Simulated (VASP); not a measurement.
These are r2SCAN meta-GGA, VASP's PBE PAW potentials (set 64) (plane waves; VASP) values and carry that method's errors.

The input files of a VASP run:

**INCAR**
```
LREAL = .FALSE.
ISMEAR = 0   ! Gaussian
EDIFFG = -0.03   ! ionic stop
NELM = 100   ! most electronic steps
EDIFF = 1E-5
LWAVE = .FALSE.
ALGO = Normal   ! blocked Davidson
NSW = 20   ! most ionic steps
ENCUT = 400   ! plane-wave cut-off (eV)
IBRION = 2
LASPH = .TRUE.   ! aspherical one-centre terms
LMAXMIX = 4   ! l cut-off of mixed one-centre charges
ISIF = 2
METAGGA = R2SCAN
LMIXTAU = .TRUE.
NELMIN = 4
SYSTEM = InAs
SIGMA = 0.05   ! width (eV)
LCHARG = .FALSE.
PREC = Normal
```

**KPOINTS**
```
K-points
0
gamma
 8 8 8
0 0 0
```

**POSCAR**
```
InAs
1
    0.0000000000     3.0550188498     3.0550188498
    3.0550188498     0.0000000000     3.0550188498
    3.0550188498     3.0550188498     0.0000000000
In As
1 1
Direct
  0.0000000000   0.0000000000   0.0000000000
  0.7500000000   0.7500000000   0.7500000000
```

POTCAR, in this order: In_d As (PBE.64 set). Program: vasp_std.

Output

OSZICAR:
```
       N       E                     dE             d eps       ncg     rms          rms(c)
DAV:   1     0.741336072225E+02    0.74134E+02   -0.74344E+03   754   0.125E+03
DAV:   2    -0.337810088653E+02   -0.10791E+03   -0.10497E+03   774   0.297E+02
DAV:   3    -0.412556413798E+02   -0.74746E+01   -0.74324E+01   994   0.869E+01
DAV:   4    -0.414507446943E+02   -0.19510E+00   -0.19502E+00   918   0.163E+01
DAV:   5    -0.414579755789E+02   -0.72309E-02   -0.72306E-02  1089   0.242E+00    0.589E+00
DAV:   6    -0.380241026958E+02    0.34339E+01   -0.21006E+00   904   0.364E+01    0.308E+00
DAV:   7    -0.380154338447E+02    0.86689E-02   -0.63060E-01   779   0.122E+01    0.151E+00
DAV:   8    -0.380134270591E+02    0.20068E-02   -0.37204E-01   754   0.787E+00    0.106E+00
DAV:   9    -0.380035564895E+02    0.98706E-02   -0.20725E-02   919   0.175E+00    0.845E-01
DAV:  10    -0.380515374786E+02   -0.47981E-01   -0.63772E-02   821   0.306E+00    0.343E-01
DAV:  11    -0.380567881831E+02   -0.52507E-02   -0.14879E-02   779   0.141E+00    0.292E-01
DAV:  12    -0.380550425888E+02    0.17456E-02   -0.33751E-03   774   0.689E-01    0.239E-01
DAV:  13    -0.380549746155E+02    0.67973E-04   -0.17915E-03   764   0.597E-01    0.873E-02
DAV:  14    -0.380567020546E+02   -0.17274E-02   -0.93990E-04   774   0.307E-01    0.442E-02
DAV:  15    -0.380567448131E+02   -0.42758E-04   -0.16080E-04   929   0.142E-01    0.354E-02
DAV:  16    -0.380567019536E+02    0.42860E-04   -0.39048E-05   794   0.772E-02    0.258E-02
DAV:  17    -0.380567466826E+02   -0.44729E-04   -0.29285E-05   774   0.635E-02    0.142E-02
DAV:  18    -0.380567455714E+02    0.11112E-05   -0.16314E-05   776   0.335E-02
   1 F= -.38056746E+02 E0= -.38056695E+02  d E =-.380567E+02
```

### OUTCAR
```
------------------------ aborting loop because EDIFF is reached ----------------------------------------
  FORCE on cell =-STRESS in cart. coord.  units (eV):
  Direction    XX          YY          ZZ          XY          YZ          ZX
  --------------------------------------------------------------------------------------
  Total       -0.0177775     -0.0177775     -0.0177775      0.0000000     -0.0000000      0.0000000
  in kB       -0.4994704     -0.4994704     -0.4994704      0.0000000     -0.0000000      0.0000000
  external PRESSURE =      -0.4994704 kB  Pullay stress =       0.0000000 kB
  volume of cell :       57.03
      direct lattice vectors                 reciprocal lattice vectors
     0.000000000  3.055018850  3.055018850    -0.163665111  0.163665111  0.163665111
     3.055018850  0.000000000  3.055018850     0.163665111 -0.163665111  0.163665111
     3.055018850  3.055018850  0.000000000     0.163665111  0.163665111 -0.163665111
  FREE ENERGIE OF THE ION-ELECTRON SYSTEM (eV)
  ---------------------------------------------------
  free  energy   TOTEN  =       -38.0567455714 eV

  energy  without entropy=      -38.0566440196  energy(sigma->0) =      -38.05669480

 reached required accuracy - stopping structural energy minimisation
```
(Selected blocks of OUTCAR.)

OUTCAR:
```
 val. band max:        3.9622272132   @ k =   0.0000   0.0000   0.0000

 cond. band min:       4.0388364715   @ k =   0.0000   0.0000   0.0000


 Fermi energy:         4.0127051903

 k-point     1 :       0.0000    0.0000    0.0000
  band No.  band energies     occupation
      1     -10.8298      2.00000
      2     -10.8298      2.00000
      3     -10.8298      2.00000
      4     -10.6957      2.00000
      5     -10.6957      2.00000
      6      -8.1358      2.00000
      7       3.9622      1.84689
      8       3.9622      1.84663
      9       3.9622      1.84663
     10       4.0388      0.45984
     11       8.2174      0.00000
     12       8.2176      0.00000
     13       8.2176      0.00000

 k-point     2 :       0.1250    0.0000    0.0000
  band No.  band energies     occupation
      1     -10.8492      2.00000
      2     -10.8241      2.00000
      3     -10.8241      2.00000
      4     -10.6957      2.00000
      5     -10.6957      2.00000
      6      -7.9747      2.00000
      7       2.1606      2.00000
      8       3.7770      2.00000
      9       3.7770      2.00000
     10       5.2836      0.00000
     11       8.3538      0.00000
     12       8.4947      0.00000
     13       8.4948      0.00000

 k-point     3 :       0.2500    0.0000    0.0000
  band No.  band energies     occupation
      1     -10.8931      2.00000
      2     -10.8116      2.00000
      3     -10.8116      2.00000
      4     -10.6945      2.00000
      5     -10.6945      2.00000
      6      -7.5355      2.00000
      7       0.3148      2.00000
      8       3.4062      2.00000
      9       3.4062      2.00000
     10       5.4871      0.00000
     11       8.9289      0.00000
     12       8.9290      0.00000
     13       9.4466      0.00000

 k-point     4 :       0.3750    0.0000    0.0000
  band No.  band energies     occupation
      1     -10.9335      2.00000
      2     -10.8014      2.00000
      3     -10.8013      2.00000
...
```

Unless said otherwise, spin-orbit coupling is left out, though it shifts the bands of the heavy elements here.

The compound is InAs in the zinc blende structure. It was relaxed first.
